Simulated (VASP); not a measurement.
Consider the following.

```
CELL_PARAMETERS angstrom
      0.01081     3.94314     3.94255
      3.95394     0.00001     3.95336
      1.97697     1.97697     0.00000
ATOMIC_POSITIONS crystal
  Ir 0.00000 0.00000 0.00000
  Ir 0.00000 0.50000 0.00000
  Au 0.50000 0.00000 0.00000
  Au 0.50000 0.50000 0.00000
```

These are PBEsol GGA, VASP's PBE PAW potentials (set 64) (plane waves; VASP 6.6.1) values and carry that method's errors. Settings: 400 eV cut-off, 8×8×15 Γ-centred mesh, tetrahedra with Blöchl corrections, potentials Ir Au.

Unless said otherwise, spin-orbit coupling is left out, though it shifts the bands of the heavy elements here.

Q: What does the run give for the energy per atom (σ→0), band gap (on the k-mesh) with the smallest direct gap where there is one?

A: 
The band gap (on the k-mesh) is none (metal, semimetal or under 0.01 eV). The energy per atom (σ→0) is -6.508 eV/atom.

The structure was generated: Au2Ir2 was put into an ordered model structure (R-3m), which need not be its known phase. It was relaxed first.
